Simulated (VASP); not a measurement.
Input:

```
CELL_PARAMETERS angstrom
      2.90381     0.00000     0.00000
      0.00000     2.90381     0.00000
      0.00000     0.00000     8.13270
ATOMIC_POSITIONS crystal
  Ti 0.98880 0.47261 0.88546
  Ti 0.53698 0.97191 0.11928
  Ag 0.02633 0.52877 0.37596
  Ag 0.44789 0.02671 0.61930
```

The numbers are results of PBEsol GGA, VASP's PBE PAW potentials (set 64) (plane waves; VASP), not measurements. Run with 300 eV cut-off, 7×7×3 Γ-centred mesh, Gaussian smearing of 0.10 eV, potentials Ti_sv Ag.

At this cut-off the stress carries a Pulay error, which pulls relaxed volumes low.

Give the force on each atom (eV/Å).

| atom | Fx | Fy | Fz |
|---|---|---|---|
| Ti1 | 0.283 | 0.183 | -0.049 |
| Ti2 | -0.477 | 0.247 | -0.130 |
| Ag3 | -0.277 | -0.250 | -0.332 |
| Ag4 | 0.472 | -0.181 | 0.511 |

Give the stress tensor in GPa (positive for a compressed cell).

```
-3.65  -0.05  -0.90
-0.05  -3.78  -0.14
-0.90  -0.14  -2.08
```
The pressure is its mean diagonal, -3.17 GPa.

The structure comes from a computed database's TiAg entry; how it stands against other phases isn't given here. The cell was not relaxed at this level, atoms are displaced from their ideal sites. The k-mesh is coarse (spacing up to 0.31 per Å, 2π included), so the numbers may not be converged in it.
